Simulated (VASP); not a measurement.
Consider the following.

```yaml
crystal:
  lattice:
    - [0.00000, 1.75803, 1.75803]
    - [1.75803, 0.00000, 1.75803]
    - [1.75803, 1.75803, 0.00000]
  atoms:
    - { symbol: Ni, position: [0.00000, 0.00000, 0.00000], spin: 0.8 }
```

Level of theory: r2SCAN meta-GGA, VASP's PBE PAW potentials (set 64) (plane waves; VASP). Settings: 520 eV cut-off, 18×18×18 Γ-centred mesh, first-order Methfessel-Paxton smearing of 0.10 eV, potentials Ni.

Q: What does the run give for the cell moment, energy per atom (σ→0), pressure, band gap (on the k-mesh) with the smallest direct gap where there is one?

A: 
| Quantity | Result |
|---|---|
| band gap (on the k-mesh) | none (metal, semimetal or under 0.01 eV) |
| cell moment | 0.75 μB |
| energy per atom (σ→0) | -11.937 eV/atom |
| pressure | -6.06 GPa |

Q: Give the moment on each site (PAW-sphere projection).

A: 
```tsv
site	moment (μB)
Ni1	0.78
```

Total energies compare only between runs with the same potentials, cut-off and functional.

The compound is Ni in the fcc structure. This cell is one point of a volume scan, at 1.03 of the reference volume.
